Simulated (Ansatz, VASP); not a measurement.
# GaW in VASP and in Ansatz

```
Ga W
1.0
     0.00000    2.56624    2.56624
     2.56624    0.00000    2.56624
     2.56624    2.56624    0.00000
Ga W
1 1
Cartesian
  2.5662 2.5662 2.5662
  0.0000 0.0000 0.0000
```

Change from the starting cell: species swapped into the SmP type (Fm-3m, No. 225).

Alike in both runs: functional PBE; k mesh 6 × 6 × 6; occupations gaussian, width 0.1 eV; no spin polarisation.

Ansatz relaxed the structure, and its values are those at the end. VASP's run is a single point on that final structure, the one shown.

|  | VASP | Ansatz |
| --- | --- | --- |
| version | VASP 6.6.1 | Ansatz 0.2.0 |
| potentials or method | VASP PAW PBE potentials, release 64 (Ga_d, W_sv) | scalar-relativistic, plane waves, PAW |
| plane-wave cutoff (eV) | 520 | 420 |
| valence electrons in the cell | 27 | 27 |

Ansatz gave:

* gap on the k mesh at the Fermi level (eV): none
* pressure (GPa): -0.2

**Question.** Which values does VASP return?

**Answer.** gap on the k mesh at the Fermi level (eV): none; pressure (GPa): 0.2.

A gap of «none» marks a metal or a gap that the smearing closes.

Spin-orbit coupling is left out, which matters for the levels of W.
